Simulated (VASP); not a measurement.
Wanted: the native input for a VASP 6.6.1 run.

- Task: relaxation of the atoms
- Functional: PBEsol
- Potentials or basis: VASP PAW PBE potentials, release 64 (Mn_pv, Ge_d)
- Cutoff: 350 eV
- k mesh: 2 × 2 × 2
- Occupations: gaussian, width 0.03 eV
- Spin: collinear spin, ferromagnetic start
- Starting moments: [3.0, 0.0, 0.0, 0.0, 0.0, 0.0, 0.0, 0.0, 0.0, 0.0, 0.0, 0.0, 0.0, 0.0, 0.0, 0.0, 0.0, 0.0, 0.0, 0.0, 0.0, 0.0, 0.0, 0.0] μB
- Hubbard terms: Mn d U = 3.5 eV
- Dq: 0
- Further INCAR settings: LREAL = Auto; ALGO = Normal; EDIFF = 1e-05; IBRION = 2; EDIFFG = -0.03; NSW = 40

The structure of MnGe23 (a cell with a defect) lies in POSCAR:

```
MnGe23
1.0
    0.0000000000      8.4863100000      8.4863100000
    5.6575400000      0.0000000000      5.6575400000
    5.6575400000      5.6575400000      0.0000000000
Mn Ge
1 23
Direct
    0.0000000000      0.0000000000      0.0000000000
    0.0000000000      0.0000000000      0.5000000000
    0.0000000000      0.5000000000      0.0000000000
    0.0000000000      0.5000000000      0.5000000000
    0.3333330000      0.0000000000      0.0000000000
    0.3333330000      0.0000000000      0.5000000000
    0.3333330000      0.5000000000      0.0000000000
    0.3333330000      0.5000000000      0.5000000000
    0.6666670000      0.0000000000      0.0000000000
    0.6666670000      0.0000000000      0.5000000000
    0.6666670000      0.5000000000      0.0000000000
    0.6666670000      0.5000000000      0.5000000000
    0.0833333333      0.1250000000      0.1250000000
    0.0833333333      0.1250000000      0.6250000000
    0.0833333333      0.6250000000      0.1250000000
    0.0833333333      0.6250000000      0.6250000000
    0.4166663333      0.1250000000      0.1250000000
    0.4166663333      0.1250000000      0.6250000000
    0.4166663333      0.6250000000      0.1250000000
    0.4166663333      0.6250000000      0.6250000000
    0.7500003333      0.1250000000      0.1250000000
    0.7500003333      0.1250000000      0.6250000000
    0.7500003333      0.6250000000      0.1250000000
    0.7500003333      0.6250000000      0.6250000000
```

These files were run (other wordings do the same):

INCAR

```
PREC = Accurate ; ENCUT = 350
EDIFF = 1E-5 ; ISMEAR = 0
SIGMA = 0.03 ; LREAL = Auto
LASPH = T ; NELM = 120
ALGO = Normal ; ISIF = 2
LWAVE = F ; LCHARG = F
ISPIN = 2 ; MAGMOM = 3 0 0 0 0 0 0 0 0 0 0 0 0 0 0 0 0 0 0 0 0 0 0 0
LORBIT = 11 ; LMAXMIX = 4
LDAU = T ; LDAUTYPE = 2
LDAUL = 2 -1 ; LDAUU = 3.5 0
LDAUJ = 0 0 ; LDAUPRINT = 1
GGA = PS ; IBRION = 2
NSW = 40 ; EDIFFG = -0.03
KPAR = 2
```

KPOINTS

```
Automatic mesh
0
Gamma
  2 2 2
```

Potentials or basis: VASP PAW PBE potentials, release 64 (Mn_pv, Ge_d).

The run is started by

```bash
$ cat potpaw_PBE.64/Mn_pv/POTCAR potpaw_PBE.64/Ge_d/POTCAR > POTCAR
$ mpirun -np 4 vasp_std > vasp.out
```

Results of the run:

The energy gained by relaxing is 1.5 meV/atom and the ionic steps are 18. The largest force after relaxing is 0.019 eV/Å and the band gap on the k mesh is none (metal or under the smearing width). The net moment is 3.75 μB per cell. The site moments are Mn +4.09; Ge -0.01, -0.00, +0.01, +0.00, -0.12, -0.02, -0.06 μB. The valence electrons inside the program's atomic spheres are Mn 11.51; Ge 12.40, 12.39, 12.43, 12.41, 12.42, 12.45.

Caveat: the k mesh is coarse (spacing up to 0.48 Å⁻¹), so the values aren't converged; the PAW data sets were made with another functional, which shifts forces and pressure a little; the U is typed as a test and isn't derived for this compound.

Run time: 40 min on 4 MPI ranks on Intel(R) Xeon(R) 6975P-C (Granite Rapids) (shared host), peak memory 0.56 GiB a rank.
